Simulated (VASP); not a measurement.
An input for Quantum ESPRESSO's pw.x (written as the equivalent of a VASP run, and not itself run):

```
&CONTROL
  calculation = 'scf'
  pseudo_dir = './pseudo'
  outdir = './out'
  tprnfor = .true.
  tstress = .true.
/
&SYSTEM
  ibrav = 0
  nat = 3
  ntyp = 2
  ecutwfc = 82.3
  occupations = 'smearing'
  smearing = 'gaussian'
  degauss = 0.003675
  input_dft = 'pbe'
/
&ELECTRONS
  conv_thr = 7.3e-08
  electron_maxstep = 100
/
ATOMIC_SPECIES
  Mo 95.950 Mo.upf
  Te 127.600 Te.upf
CELL_PARAMETERS angstrom
     0.0000000    3.3536250    3.3536250
     3.3536250    0.0000000    3.3536250
     3.3536250    3.3536250    0.0000000
ATOMIC_POSITIONS crystal
  Mo   0.0000000  0.0000000  0.0000000
  Te   0.2500000  0.2500000  0.2500000
  Te   0.7500000  0.7500000  0.7500000
K_POINTS automatic
  5 5 5 0 0 0
```

Question: Translate this input to VASP (INCAR, KPOINTS, POSCAR, choice of POTCAR).

Answer: One answer among several that fit: 
INCAR:
```
GGA = PE   # PBE
ISMEAR = 0   # Gaussian
ENCUT = 400   # plane-wave cut-off (eV)
ISIF = 2   # forces and stress, cell fixed
NELM = 100
LCHARG = .FALSE.
LWAVE = .FALSE.
LREAL = .FALSE.
SIGMA = 0.05   # width (eV)
PREC = Accurate
LASPH = .TRUE.
EDIFF = 1E-6   # SCF stop (eV)
LMAXMIX = 4   # l cut-off of mixed one-centre charges
SYSTEM = Te2Mo
ALGO = Normal
```

**KPOINTS**
```
Automatic
0
gamma
 5 5 5
```

**POSCAR**
```
Te2Mo
3.3536250
  0.0000000000   1.0000000000   1.0000000000
  1.0000000000   0.0000000000   1.0000000000
  1.0000000000   1.0000000000   0.0000000000
Mo Te
1 2
Cart
  0.0000000000   0.0000000000   0.0000000000
  0.5000000000   0.5000000000   0.5000000000
  1.5000000000   1.5000000000   1.5000000000
```

POTCAR, in this order: Mo_sv Te (PBE.64 set). Program: vasp_std.

The two are equivalent in intent, not identical: the potentials are each code's own (VASP's PAW set, PseudoDojo norm-conserving files in pw.x), so ENCUT and ecutwfc are chosen apart and not converted; conv_thr bounds pw.x's estimated SCF error, while EDIFF bounds the energy change between steps.

The structure was generated: Te2Mo was put into the fluorite type (Fm-3m), which need not be its known phase. The cell was not relaxed at this level. The k-mesh is coarse (spacing up to 0.32 per Å, 2π included), so the numbers may not be converged in it.
